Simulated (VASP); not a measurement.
Given:

```xyz
8
Lattice="0.0000 2.2489 2.2489 2.2489 0.0000 2.2489 9.0071 9.0071 -0.0116" Properties=species:S:1:pos:R:3 pbc="T T T"
Zr     0.0000     0.0000     0.0000
C      2.3017     2.3017     2.1961
C      4.5169     4.5169     2.2297
C      6.7390     6.7390     2.2564
C      8.9543     8.9543     2.2900
Nb     4.5339     4.5339     4.4616
Nb     4.5036     4.5036    -0.0058
Nb     6.7221     6.7221     0.0245
```

The numbers are results of PBEsol GGA, VASP's PBE PAW potentials (set 64) (plane waves; VASP 6.6.1), not measurements. Settings: 520 eV cut-off, 13×13×4 Γ-centred mesh, tetrahedra with Blöchl corrections, potentials Zr_sv C Nb_sv.

What does the run give for the energy per atom (σ→0), band gap (on the k-mesh) with the smallest direct gap where there is one?

band gap (on the k-mesh): none (metal, semimetal or under 0.01 eV)
energy per atom (σ→0): -10.778 eV/atom

Only differences to runs with the same potentials and settings are physical.

The structure was generated: Nb3ZrC4 was put into an ordered model structure (R-3m), which need not be its known phase. It was relaxed first. The electron count is odd and the run is not spin-polarised, which forces a metal.
